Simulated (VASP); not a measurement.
Data:

```xyz
2
Lattice="0.0000 2.9148 2.9148 2.9148 0.0000 2.9148 2.9148 2.9148 0.0000" Properties=species:S:1:pos:R:3 pbc="T T T"
K      0.0000     0.0000     0.0000
I      2.9148     2.9148     2.9148
```

Level of theory: PBE GGA, VASP's PBE PAW potentials (set 64) (plane waves; VASP 6.6.1). Settings: 480 eV cut-off, 6×6×6 Γ-centred mesh, Gaussian smearing of 0.050 eV, potentials K_sv I.

Unless said otherwise, spin-orbit coupling is left out, though it shifts the bands of the heavy elements here.

Estimate the energy per atom (σ→0), pressure, band gap (on the k-mesh) with the smallest direct gap where there is one.

```
Property                                      Value
-----------------------------------  --------------
band gap (on the k-mesh)                    2.99 eV
smallest direct gap (on the k-mesh)         3.72 eV
energy per atom (σ→0)                -1.667 eV/atom
pressure                                  29.98 GPa
```

Only differences to runs with the same potentials and settings are physical.

The compound is KI in the rock salt structure. It was relaxed first under an external pressure of 30 GPa.
